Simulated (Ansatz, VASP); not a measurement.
# Cross-check of PbS2 between VASP and Ansatz, part 2 of 2

Wanted: the spread between two codes on one cell, functional and k mesh. The cell is generated by rule, not measured, and may not be a known phase. The cell is taken from a series of runs on this material, whose earlier steps may have relaxed, scaled, displaced or heated it; both programs get it as it stands.

VASP 6.6.1 and Ansatz 0.2.0.

So far: The structure; VASP: relaxation of cell and atoms, PBEsol.

The structure was built from a prototype and need not be the compound's stable phase.

## 3. Ansatz: relaxation of cell and atoms, PBEsol

Level of this step: Ansatz beside VASP: Kohn-Sham DFT, plane waves, PBEsol (Ansatz).

Ansatz runs on its default PAW (the set named soft_2) files.

The same cell, functional, mesh and smearing now go to Ansatz, which takes its cutoff from its data sets.

The input, input.yaml:

```yaml
crystal:
  lattice:
    - [6.2811235934, 0.0, 0.0]
    - [0.0, 6.2811235934, 0.0]
    - [0.0, 0.0, 3.9771181291]
  atoms:
    - { symbol: Pb, position: [0.0, 0.0, 0.0] }
    - { symbol: Pb, position: [0.5, 0.5, 0.5] }
    - { symbol: S, position: [0.3051114232, 0.3051114232, 0.0] }
    - { symbol: S, position: [0.6948885768, 0.6948885768, 0.0] }
    - { symbol: S, position: [0.8051114232, 0.1948885768, 0.5] }
    - { symbol: S, position: [0.1948885768, 0.8051114232, 0.5] }
kpoints:
  mp_grid: { grid: [6, 6, 8] }
hamiltonian:
  xc: pbesol
scf:
  occupations: { method: gaussian, width: 0.01 }
output:
  forces: true
  stress: true
  eigenvalues: true
  write_density: true
  write_potential: true
  elf: true
  volumetric_format: npy
relax:
  adjacent_minimum: "off"
  f_tol: 0.001
  max_steps: 60
  cell: { stress_tol: 0.01 }
```

On the command line:

```sh
> ansatz run input.yaml --threads 8 --pin off --max-ram 14336MiB --backend cpu --events-out ev --progress --plain --runs-dir out
```

Numbers of over 12 decimals in the logs are rounded to 6 here.

The program printed:

```text
Engine: ansatz 0.2.0, aarch64-unknown-linux-gnu
Pseudopotentials: kind: paw
Pseudopotential: Pb, paw, valence charge 14, recommended cutoff 420 eV (normal), Pb.paw.azcp
Pseudopotential: S, paw, valence charge 6, recommended cutoff 420 eV (normal), S.paw.azcp
Functional definition: PBEsol
  exchange = pbesol_x
  correlation = pbesol_c
Crystal: 6 atoms, lattice volume = 156.907 Å³
Basis set: ecut = 420 eV, 3089 PW (Γ), exchange–correlation on 90×90×54 points (8 copies of the dense FFT grid, shifted against one another)
Bands: 32, of which v1, the nominal top of the filled ones, is band 26 counted from 1 (25 counted from 0)
Symmetry: 16 space group operations
Space group: P42/mnm (ITA 136), of the structure as read, at distance tolerance 5.4e-5 Å
k-points: 50 of 288
Non-local potential: Pb, projectors of the file, l = 0: 2, l = 1: 2, l = 2: 2, l = 3: 2
Non-local potential: S, projectors of the file, l = 0: 2, l = 1: 2, l = 2: 2
PAW form: soft (Blöchl's): semilocal exchange-correlation on the pseudo side does not see the compensation charge
PAW frozen core: Pb, regenerated for the run's functional, and the local potential with it (the file was generated under x = pbe(κ = 0.804, μ = 0.219515), c = pbe(β = 0.066725))
PAW frozen core: S, regenerated for the run's functional, and the local potential with it (the file was generated under x = pbe(κ = 0.804, μ = 0.219515), c = pbe(β = 0.066725))
PAW one-centre angular grid: Pb, 590 points (default); XC on 64 Gauss nodes
PAW one-centre angular grid: S, 110 points (default); XC on 64 Gauss nodes
Initial density: superposition of atomic densities (neutral atoms: chi_scale 0, normalization atom), corrected by the library's trained network
Initial wavefunctions: pseudopotential atomic-orbital guess
Functional: x = pbesol(κ = 0.804, μ = 0.123457), c = pbesol(β = 0.046)
SCF iter   1: F=—  HF=-27048.592901 eV  |F-HF|=—  |Δ(HF+E_count)|=         —  Δρ=4.23e-3  dr2=4.19e-2  ethr=1.77e-3  ⟨swp⟩=8.4  Hψ=8251  notcnv=0
preconditioner: auto → Resta (q_TF=auto, 2.270 Å⁻¹)  ε∞=3.7  [insulator: Δε(μ)=0.159 eV  Ē_g=13.003 eV  σ=0.010 eV  W_gap=1.00  n_scr=38 (ndim 8)  ℏωp=21.4 eV  f_vac=0.040  D(μ)=0.00/eV (n_scr^D=0)  ε∞_Penn≈3.7]
SCF iter   2: F=—  HF=-27048.582052 eV  |F-HF|=—  |Δ(HF+E_count)|=   1.08e-2  Δρ=1.64e-3  dr2=5.66e-3  ethr=8.07e-5  ⟨swp⟩=2.7  Hψ=2841  notcnv=0  defer=87
SCF iter   3: F=—  HF=-27048.580977 eV  |F-HF|=—  |Δ(HF+E_count)|=   1.08e-3  Δρ=4.86e-4  dr2=3.64e-4  ethr=1.09e-5  ⟨swp⟩=3.3  Hψ=3048  notcnv=0  defer=87
SCF iter   4: F=—  HF=-27048.581098 eV  |F-HF|=—  |Δ(HF+E_count)|=   1.21e-4  Δρ=1.25e-4  dr2=3.98e-5  ethr=7.00e-7  ⟨swp⟩=2.7  Hψ=2212  notcnv=0  defer=87
SCF iter   5: F=—  HF=-27048.581125 eV  |F-HF|=—  |Δ(HF+E_count)|=   2.67e-5  Δρ=3.86e-5  dr2=2.64e-6  ethr=7.65e-8  ⟨swp⟩=2.1  Hψ=2003  notcnv=0  defer=87
SCF iter   6: F=-27048.581128 eV  HF=-27048.581128 eV  |F-HF|=1.01e-7  |Δ(HF+E_count)|=   3.40e-6  Δρ=5.56e-6  dr2=8.53e-8  ethr=1.92e-10  ⟨swp⟩=13.8  Hψ=13551  notcnv=0
SCF 1 converged in 6 iterations: F = -27048.581128 eV  dr2 = 8.53e-8
  greatest PAW one-centre occupation: 0.982 electrons in one spin orbital (limit 2), on the Pb atom at site 0 (counted from 0), in its partial waves of l = 2
relax step   1: F+E_penalty+E_count = -27048.58112824 eV  Δ(F+E_penalty+E_count) = +0.000e0 eV  max|allowed force component| = 5.101e-5 eV/Å  Δτ_max = 0.0000 Å  P = -0.000 GPa  Ω = 156.907 Å³  (6 SCF iters, dr2 threshold 1.00e-7 eV, accepted)
Initial density: handed on by an earlier stage of this run
Initial wavefunctions: pseudopotential atomic-orbital guess (no wavefunctions were taken with the density)
iter 1 solved again at ethr=1.92e-7 eV; its pass at ethr=3.10e-3 eV (dr2=1.00e-4 eV) is discarded
SCF iter   1: F=—  HF=-27048.581128 eV  |F-HF|=—  |Δ(HF+E_count)|=         —  Δρ=5.80e-6  dr2=9.37e-8  ethr=1.92e-7  ⟨swp⟩=3.3  Hψ=13244  notcnv=0
preconditioner: auto → Resta (q_TF=auto, 2.270 Å⁻¹)  ε∞=3.7  [insulator: Δε(μ)=0.170 eV  Ē_g=13.017 eV  σ=0.010 eV  W_gap=1.00  n_scr=38 (ndim 8)  ℏωp=21.4 eV  f_vac=0.033  D(μ)=0.00/eV (n_scr^D=0)  ε∞_Penn≈3.7]
SCF iter   2: F=—  HF=-27048.581128 eV  |F-HF|=—  |Δ(HF+E_count)|=   4.89e-7  Δρ=3.56e-6  dr2=3.82e-8  ethr=1.80e-10  ⟨swp⟩=3.0  Hψ=3220  notcnv=0
SCF iter   3: F=—  HF=-27048.581128 eV  |F-HF|=—  |Δ(HF+E_count)|=   5.39e-8  Δρ=1.63e-6  dr2=8.53e-9  ethr=7.35e-11  ⟨swp⟩=2.0  Hψ=2091  notcnv=0
SCF iter   4: F=—  HF=-27048.581128 eV  |F-HF|=—  |Δ(HF+E_count)|=   9.09e-9  Δρ=4.27e-7  dr2=4.07e-10  ethr=1.64e-11  ⟨swp⟩=2.3  Hψ=2337  notcnv=0
SCF iter   5: F=—  HF=-27048.581128 eV  |F-HF|=—  |Δ(HF+E_count)|=  2.26e-10  Δρ=7.27e-8  dr2=1.02e-11  ethr=1.00e-12  ⟨swp⟩=2.0  Hψ=2139  notcnv=0
SCF iter   6: F=-27048.581128 eV  HF=-27048.581128 eV  |F-HF|=3.64e-12  |Δ(HF+E_count)|=    0.00e0  Δρ=2.22e-8  dr2=9.24e-13  ethr=1.00e-12  ⟨swp⟩=6.5  Hψ=7393  notcnv=0
SCF 2 converged in 6 iterations: F = -27048.581128 eV  dr2 = 9.24e-13
  greatest PAW one-centre occupation: 0.982 electrons in one spin orbital (limit 2), on the Pb atom at site 1 (counted from 0), in its partial waves of l = 2
relax step   2: F+E_penalty+E_count = -27048.58112826 eV  Δ(F+E_penalty+E_count) = -2.449e-8 eV  max|allowed force component| = 2.558e-5 eV/Å  Δτ_max = 0.0000 Å  P = -0.000 GPa  Ω = 156.907 Å³  stress off target by 5.91e-3 GPa  SCF on the basis re-selected at this cell (its energy is not comparable with the rows above)  (6 SCF iters)
basis re-selected at this cell: Δ(F+E_penalty+E_count) = -2.449e-8 eV, ΔP = -0.000 GPa vs the last step (what re-selecting the basis moved, of the pressure what is left beyond the Pulay correction that the steps carried, after the strain that the cell walked since its last selection, with what the two solves' SCF thresholds leave and, on support functions, any second-order correction that the steps lacked; it is no m [...]
SCF converged after 6 iterations
Free energy (F): -27048.581128 eV
Harris-Foulkes:  -27048.581128 eV  (|F-HF|=3.64e-12)
Internal energy: -27048.581128 eV  (E = F + TS)
E sigma→0 (E₀):  -27048.581128 eV
Fermi energy:    5.548786 eV
--- Per-component energies (eV) ---
  E_band       = -203.901044
  E_kinetic    = 1002.543181
  E_local      = -3285.339645  (includes V_loc(G=0)·N_el)
  E_nonlocal   = 824.463227
  E_hartree    = 1285.007985
  E_xc         = -814.768106
  E_vxc        = -605.588274  (∫ρ·V_xc dr)
  E_paw        = -22860.252113  (= ΣΔE_a)
  E_vpaw       = -709.995632  (= ΣTr[D̂ρ^β])
  E_aug_tail   = 0.000101  (compensation charges beyond the density's cutoff)
  E_ewald      = -3200.607789
  E_core_change = 0.372030  (= ΣΔE_core)
  E_smearing   = -0.000000  (= −TS)
  E_closure    = 0.000000  (closes the sum)
  Σ components = -27048.581128   (vs F -27048.581128, Δ=0.00e0)
--- Forces (eV/Å), atoms counted from 1 ---
  atom   1  Pb     0.00000000    -0.00000000     0.00000000
  atom   2  Pb     0.00000000     0.00000000     0.00000000
  atom   3  S     -0.00002558    -0.00002558     0.00000000
  atom   4  S      0.00002558     0.00002558     0.00000000
  atom   5  S     -0.00002558     0.00002558     0.00000000
  atom   6  S      0.00002558    -0.00002558     0.00000000
  max |Σ_I F_I| component: 2.08e-17 eV/Å
--- Stress (GPa, compression-positive) ---
        0.002280       0.000000       0.000000
        0.000000       0.002280       0.000000
        0.000000       0.000000      -0.005915
  P = ⅓ Tr σ = -0.0005 GPa (-0.005 kbar)
--- Band table (eV; the first three rows and the last of 50) ---
  k-point 0: bands = [... 22 lower, 4.8386, 4.8386, 5.2536, 5.2536, 5.9038, 6.8601, 8.7154, 8.7154, ... 2 higher]
  k-point 1: bands = [... 22 lower, 4.2071, 5.2903, 5.2949, 5.2949, 5.7894, 7.2071, 9.3877, 9.3877, ... 2 higher]
  k-point 2: bands = [... 22 lower, 3.5576, 5.1492, 5.1492, 5.4642, 5.7662, 7.4634, 10.0561, 10.5461, ... 2 higher]
  k-point 49: bands = [... 22 lower, 4.9069, 4.9069, 5.0528, 5.0528, 5.8605, 5.8605, 10.6816, 10.6816, ... 2 higher]
--- Relaxed structure (1 steps of the walk, 1 accepted, 1 SCFs on fresh bases) ---
  F+E_penalty+E_count = -27048.58112826 eV   max|allowed force component| = 2.558e-5 eV/Å   (the final SCF, on the basis selected at the relaxed cell)
  cell:  # Å, volume = 156.9073 Å³
    - [6.2811235934, 0.0, 0.0]
    - [0.0, 6.2811235934, 0.0]
    - [0.0, 0.0, 3.9771181291]
  atoms:
    - { symbol: Pb, position: [0.0, 0.0, 0.0] }
    - { symbol: Pb, position: [0.5, 0.5, 0.5] }
    - { symbol: S, position: [0.305111, 0.305111, 0.0] }
    - { symbol: S, position: [0.6948885768, 0.6948885768, 0.0] }
    - { symbol: S, position: [0.8051114232, 0.1948885768, 0.5] }
    - { symbol: S, position: [0.1948885768, 0.8051114232, 0.5] }
```

## 4. Side by side

Known differences besides the potentials themselves: the cutoff is 420 eV in Ansatz and 500 eV in VASP; Ansatz makes its cores anew for this functional, VASP keeps those of its PBE data sets; Ansatz adds a Pulay correction to the stress that steers its cell, VASP none. Total energies have different zeros and are not compared.

Compared:

```tsv
quantity	Ansatz	VASP	difference
volume (Å³)	156.91	156.73	+0.11 %
edge a after relaxation, in the typed setting (Å)	6.281	6.279	+0.03 %
edge c after relaxation, in the typed setting (Å)	3.977	3.975	+0.06 %
```

## 5. What came out

| Property | Result |
| --- | --- |
| difference in volume (relaxation of cell and atoms, PBEsol) | 0.11 % |

What this shows: The difference in volume is 0.11 % (relaxation of cell and atoms, PBEsol), within the 1.2 % picked in this series as the mark of a large difference, as far as the stopping tolerances let one tell. 1 further run of this series is not shown here. Such differences can come from data sets, numerical settings and the points named under the comparisons, not from the functional's error against experiment.

[Lines on the potential files, build, host, timing and source positions are cut from VASP's logs without a mark.]

[Logs are printed without paths, hosts, clocks, repeated set-up lines and the standing remarks that a program may print on its own settings, such as how far it seeks lower states.]

[Hosts, paths, dates, database ids (printed as entryN), source tags and the programs' standing remarks are cut or masked in the printed files.]
